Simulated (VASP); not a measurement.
An input for Ansatz (written as the equivalent of a VASP run, and not itself run):

Ansatz 0.2 input:
```yaml
crystal:
  lattice:
    - [1.5860530, -2.7471248, 0.0000000]
    - [1.5860530, 2.7471248, 0.0000000]
    - [0.0000000, 0.0000000, 5.1194372]
  atoms:
    - { symbol: Zn, position: [0.6666670, 0.3333330, 0.5015075] }
    - { symbol: Zn, position: [0.3333330, 0.6666670, 0.0015075] }
    - { symbol: O, position: [0.6666670, 0.3333330, 0.8804925] }
    - { symbol: O, position: [0.3333330, 0.6666670, 0.3804925] }
kpoints:
  mp_grid: { grid: [8, 8, 5] }
hamiltonian:
  xc: pbesol
  pseudopotentials: { kind: paw }
scf:
  occupations: { method: gaussian, width: 0.05 }
  max_iter: 100
relax:
  max_steps: 40
  f_tol: 0.02
  cell: { p_target: 20 }
output: { forces: true, stress: true, eigenvalues: true }
```

### Question
Write the VASP files for the same calculation (PBEsol).

### Answer
This is not unique; one that fits is 
**KPOINTS**
```
K-points
0
G
 8 8 5
0 0 0
```

**INCAR**
```
SYSTEM  =  ZnO
PREC  =  Accurate; ENCUT  =  620; LREAL  =  .False.
LASPH  =  .True.
EDIFF  =  1E-6; NELM  =  100; ALGO  =  Normal
LMAXMIX  =  4
ISMEAR  =  0; SIGMA  =  0.05
GGA  =  PS
IBRION  =  2; NSW  =  40; ISIF  =  3
EDIFFG  =  -0.02; PSTRESS  =  200
LWAVE  =  .False.; LCHARG  =  .False.
```

File POSCAR:
```
ZnO
1.0
  1.5860530148  -2.7471248362   0.0000000000
  1.5860530148   2.7471248362   0.0000000000
  0.0000000000   0.0000000000   5.1194371818
Zn O
2 2
Cartesian
  1.5860530148  -0.9157101101   2.5674363447
  1.5860530148   0.9157101101   0.0077177538
  1.5860530148  -0.9157101101   4.5076258406
  1.5860530148   0.9157101101   1.9479072497
```

POTCAR, in this order: Zn O (PBE.64 set). Program: vasp_std.

The two are equivalent in intent, not identical: each code has its own PAW files, so the cut-off isn't converted (ENCUT is set for VASP's; basis.ecutwfc is left out, and Ansatz then takes the one that its files recommend); Ansatz stops its SCF on the density residual and VASP on the energy change (EDIFF).

The compound is ZnO in the wurtzite structure. This run relaxes it under an external pressure of 20 GPa. Symmetry was kept, so distortions that lower it aren't found.
